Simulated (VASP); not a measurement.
Calculation: r2SCAN meta-GGA, VASP's PBE PAW potentials (set 64) (plane waves; VASP).

VASP ran on this input.

INCAR:
```
ALGO = Normal
EDIFF = 1E-6
EDIFFG = -0.02
ENCUT = 400
IBRION = 2
ISIF = 3
ISMEAR = 1
LASPH = .TRUE.
LCHARG = .FALSE.
LMAXMIX = 4
LMIXTAU = .TRUE.
LREAL = Auto
LWAVE = .FALSE.
METAGGA = R2SCAN
NELM = 100
NSW = 60
PREC = Accurate
SIGMA = 0.1
SYSTEM = Si3Ru5
```

File POSCAR:
```
Si3Ru5
1
    5.2362583914     0.0000000000     0.0000000000
    0.0000000000     9.7899728846     0.0000000000
    0.0000000000     0.0000000000     4.0191297454
Si Ru
6 10
Direct
  0.0000000000   0.0000000000   0.0000000000
  0.5000000000   0.5000000000   0.0000000000
  0.3689358985   0.8635878608   0.5000000000
  0.6310641015   0.1364121392   0.5000000000
  0.8689358985   0.6364121392   0.5000000000
  0.1310641015   0.3635878608   0.5000000000
  0.0000000000   0.5000000000   0.0000000000
  0.5000000000   0.0000000000   0.0000000000
  0.1573355139   0.7727100455   0.0000000000
  0.8426644861   0.2272899545   0.0000000000
  0.6573355139   0.7272899545   0.0000000000
  0.3426644861   0.2727100455   0.0000000000
  0.3346545368   0.6093003000   0.5000000000
  0.6653454632   0.3906997000   0.5000000000
  0.8346545368   0.8906997000   0.5000000000
  0.1653454632   0.1093003000   0.5000000000
```

KPOINTS:
```
Automatic mesh
0
Gamma
5 3 7
0 0 0
```

POTCAR, in this order: Si Ru_pv (PBE.64 set). Program: vasp_std.

Task: What does the run give for the energy per atom (σ→0), volume per atom, band gap (on the k-mesh)?

Result: 
- energy per atom (σ→0) = -19.636 eV/atom
- band gap (on the k-mesh) = none (metal, semimetal or under 0.01 eV)
- volume per atom = 12.87 Å³/atom

OSZICAR:
```
...
DAV:   2    -0.314171524449E+03   -0.41936E-03   -0.20601E-02  4804   0.708E-01    0.739E-02
DAV:   3    -0.314171541042E+03   -0.16593E-04   -0.76495E-04  5550   0.150E-01    0.621E-02
DAV:   4    -0.314171527374E+03    0.13668E-04   -0.22093E-04  5416   0.126E-01    0.389E-02
DAV:   5    -0.314171532505E+03   -0.51311E-05   -0.87765E-05  5228   0.523E-02    0.136E-02
DAV:   6    -0.314171535235E+03   -0.27297E-05   -0.20640E-05  4956   0.221E-02    0.896E-03
DAV:   7    -0.314171537663E+03   -0.24277E-05   -0.51834E-06  4462   0.155E-02    0.691E-03
DAV:   8    -0.314171537108E+03    0.55446E-06   -0.16489E-06  2760   0.104E-02
   2 F= -.31417154E+03 E0= -.31417243E+03  d E =-.394038E-03
```

The structure comes from a computed database's Si3Ru5 entry (Pbam); how it stands against other phases isn't given here. This run relaxes it. Symmetry was kept, so distortions that lower it aren't found. The start is the result of an earlier pass.
